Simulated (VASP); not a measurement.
Output of a VASP run:

**OUTCAR**
```
 ion  position               nearest neighbor table
   1  0.000  0.000  0.000-
  LATTYP: Found a body centered cubic cell.
 ALAT       =     3.2694404188
 Subroutine PRICEL returns:
 Original cell was already a primitive cell.
 Subroutine GETGRP returns: Found 48 space group operations
The static configuration has the point symmetry O_h .
The dynamic configuration has the point symmetry O_h .
 Subroutine INISYM returns: Found 48 space group operations
 Subroutine IBZKPT returns following result:
 Found    165 irreducible k-points:

 Following reciprocal coordinates:
            Coordinates               Weight
  0.000000  0.000000  0.000000      1.000000
  0.058824  0.000000  0.000000     12.000000
  0.117647  0.000000  0.000000     12.000000
  0.176471  0.000000  0.000000     12.000000
  0.235294  0.000000  0.000000     12.000000
  0.294118  0.000000  0.000000     12.000000
  0.352941  0.000000  0.000000     12.000000
  0.411765  0.000000  0.000000     12.000000
  0.470588  0.000000  0.000000     12.000000
  0.058824  0.058824  0.000000     24.000000
  0.117647  0.058824 -0.000000     48.000000
  0.176471  0.058824  0.000000     48.000000
  0.235294  0.058824  0.000000     48.000000
  0.294118  0.058824  0.000000     48.000000
  0.352941  0.058824 -0.000000     48.000000
  0.411765  0.058824  0.000000     48.000000
  0.470588  0.058824  0.000000     24.000000
  0.117647  0.117647  0.000000     24.000000
  0.176471  0.117647  0.000000     48.000000
  0.235294  0.117647  0.000000     48.000000
  0.294118  0.117647 -0.000000     48.000000
  0.352941  0.117647  0.000000     48.000000
  0.411765  0.117647  0.000000     48.000000
  0.176471  0.176471  0.000000     24.000000
  0.235294  0.176471  0.000000     48.000000
  0.294118  0.176471  0.000000     48.000000
  0.352941  0.176471  0.000000     48.000000
  0.411765  0.176471  0.000000     24.000000
  0.235294  0.235294  0.000000     24.000000
  0.294118  0.235294  0.000000     48.000000
  0.352941  0.235294  0.000000     48.000000
  0.294118  0.294118  0.000000     24.000000
  0.352941  0.294118  0.000000     24.000000
  0.058824  0.058824  0.058824      8.000000
  0.117647  0.058824  0.058824     24.000000
  0.176471  0.058824  0.058824     24.000000
  0.235294  0.058824  0.058824     24.000000
  0.294118  0.058824  0.058824     24.000000
  0.352941  0.058824  0.058824     24.000000
  0.411765  0.058824  0.058824     24.000000
   k-points           NKPTS =    165   k-points in BZ     NKDIM =    165   number of bands    NBANDS=     10
   number of dos      NEDOS =    301   number of ions     NIONS =      1
   total plane-waves  NPLWV =   2744
   dimension x,y,z NGX =    14 NGY =   14 NGZ =   14
   dimension x,y,z NGXF=    28 NGYF=   28 NGZF=   28
   ions per type =               1
   PREC   = normal    normal or accurate (medium, high low for compatibility)
   ISTART =      0    job   : 0-new  1-cont  2-samecut
   ICHARG =      2    charge: 1-file 2-atom 10-const
   ISPIN  =      1    spin polarized calculation?
   LNONCOLLINEAR =      F non collinear calculations
   LSORBIT =      F    spin-orbit coupling
   INIWAV =      1    electr: 0-lowe 1-rand  2-diag
   ENCUT  =  400.0 eV  29.40 Ry    5.42 a.u.   4.62  4.62  4.62*2*pi/ulx,y,z
   NELM   =    100;   NELMIN=  4; NELMDL= -5     # of ELM steps
   EDIFF  = 0.1E-04   stopping-criterion for ELM
   LREAL  =      F    real-space projection
   NLSPLINE    = F    spline interpolate recip. space projectors
   LMAXMIX     =    4 max onsite mixed and CHGCAR
   VOSKOWN=      0    Vosko Wilk Nusair interpolation
   EDIFFG = -.3E-01   stopping-criterion for IOM
   NSW    =     20    number of steps for IOM
   NBLOCK =      1;   KBLOCK =     20    inner block; outer block
   IBRION =      2    ionic relax: 0-MD 1-quasi-New 2-CG
   NFREE  =      1    steps in history (QN), initial steepest desc. (CG)
...
```

OSZICAR:
```
       N       E                     dE             d eps       ncg     rms          rms(c)
DAV:   1     0.929349120785E+02    0.92935E+02   -0.66422E+03  3340   0.108E+03
DAV:   2    -0.735690147849E+01   -0.10029E+03   -0.97694E+02  3662   0.380E+02
DAV:   3    -0.112185111371E+02   -0.38616E+01   -0.37003E+01  4748   0.636E+01
DAV:   4    -0.114094970909E+02   -0.19099E+00   -0.18980E+00  4518   0.127E+01
DAV:   5    -0.114183294208E+02   -0.88323E-02   -0.88298E-02  4912   0.206E+00    0.800E+00
RMM:   6    -0.109800775537E+02    0.43825E+00   -0.57118E-01  3464   0.100E+01    0.279E+00
RMM:   7    -0.109418162317E+02    0.38261E-01   -0.89473E-01  3914   0.795E+00    0.103E+00
RMM:   8    -0.109442963409E+02   -0.24801E-02   -0.71638E-02  3714   0.339E+00    0.568E-01
RMM:   9    -0.109474324325E+02   -0.31361E-02   -0.29412E-02  4197   0.171E+00    0.113E-01
RMM:  10    -0.109481017206E+02   -0.66929E-03   -0.75716E-03  4350   0.743E-01    0.934E-02
RMM:  11    -0.109485531102E+02   -0.45139E-03   -0.38282E-03  4587   0.419E-01    0.188E-01
RMM:  12    -0.109485680196E+02   -0.14909E-04   -0.12325E-03  4528   0.294E-01    0.112E-01
RMM:  13    -0.109486264161E+02   -0.58396E-04   -0.77963E-04  3871   0.181E-01    0.919E-02
RMM:  14    -0.109486599031E+02   -0.33487E-04   -0.32378E-04  3392   0.128E-01    0.949E-02
RMM:  15    -0.109486850946E+02   -0.25192E-04   -0.22208E-04  3289   0.899E-02    0.104E-01
RMM:  16    -0.109486706581E+02    0.14437E-04   -0.11248E-04  3484   0.115E-01    0.538E-02
RMM:  17    -0.109486756752E+02   -0.50171E-05   -0.65398E-05  2909   0.751E-02
   1 F= -.10948676E+02 E0= -.10948789E+02  d E =-.109487E+02
```

### OUTCAR
```
------------------------ aborting loop because EDIFF is reached ----------------------------------------
  FORCE on cell =-STRESS in cart. coord.  units (eV):
  Direction    XX          YY          ZZ          XY          YZ          ZX
  --------------------------------------------------------------------------------------
  Total       -0.1091667     -0.1091667     -0.1091667      0.0000000      0.0000000      0.0000000
  in kB      -10.0094559    -10.0094559    -10.0094559      0.0000000      0.0000000      0.0000000
  external PRESSURE =     -10.0094559 kB  Pullay stress =       0.0000000 kB
  volume of cell :       17.47
      direct lattice vectors                 reciprocal lattice vectors
    -1.634720209  1.634720209  1.634720209     0.000000000  0.305862739  0.305862739
     1.634720209 -1.634720209  1.634720209     0.305862739  0.000000000  0.305862739
     1.634720209  1.634720209 -1.634720209     0.305862739  0.305862739  0.000000000
 POSITION                                       TOTAL-FORCE (eV/Angst)
 -----------------------------------------------------------------------------------
      0.00000      0.00000      0.00000        -0.000000     -0.000000      0.000000
 -----------------------------------------------------------------------------------
    total drift:                               -0.000000     -0.000000     -0.000000
  FREE ENERGIE OF THE ION-ELECTRON SYSTEM (eV)
  ---------------------------------------------------
  free  energy   TOTEN  =       -10.9486756752 eV

  energy  without entropy=      -10.9490154964  energy(sigma->0) =      -10.94878895

 reached required accuracy - stopping structural energy minimisation
```
(Selected blocks of OUTCAR.)

POSCAR:
```
Nb
1
   -1.6347202094     1.6347202094     1.6347202094
    1.6347202094    -1.6347202094     1.6347202094
    1.6347202094     1.6347202094    -1.6347202094
Nb
1
Direct
  0.0000000000   0.0000000000   0.0000000000
```

### Question
Write an INCAR and KPOINTS that could have produced this output.

### Answer
Several could match; the one computed here: the input of the run itself, PBEsol GGA, plane waves, VASP's PBE PAW potentials (set 64).

### INCAR
```
! general
SYSTEM   =  Nb
PREC     =  Normal
ENCUT    =  400   ! plane-wave cut-off (eV)
LREAL    =  .FALSE.   ! projection in real space or not
LASPH    =  .TRUE.   ! aspherical one-centre terms

! electronic loop
EDIFF    =  1E-5   ! SCF stop (eV)
NELM     =  100   ! most electronic steps
NELMIN   =  4
ALGO     =  Fast
LMAXMIX  =  4

! smearing
ISMEAR   =  1   ! Methfessel-Paxton
SIGMA    =  0.1

! functional
GGA      =  PS   ! PBEsol

! ions
IBRION   =  2   ! conjugate gradients
NSW      =  20
ISIF     =  2
EDIFFG   =  -0.03

! output
LWAVE    =  .FALSE.
LCHARG   =  .FALSE.
```

### KPOINTS
```
Automatic mesh
0
Gamma
17 17 17
0 0 0
```

POTCAR, in this order: Nb_sv (PBE.64 set). Program: vasp_std.

The compound is Nb in the bcc structure. It was relaxed first.
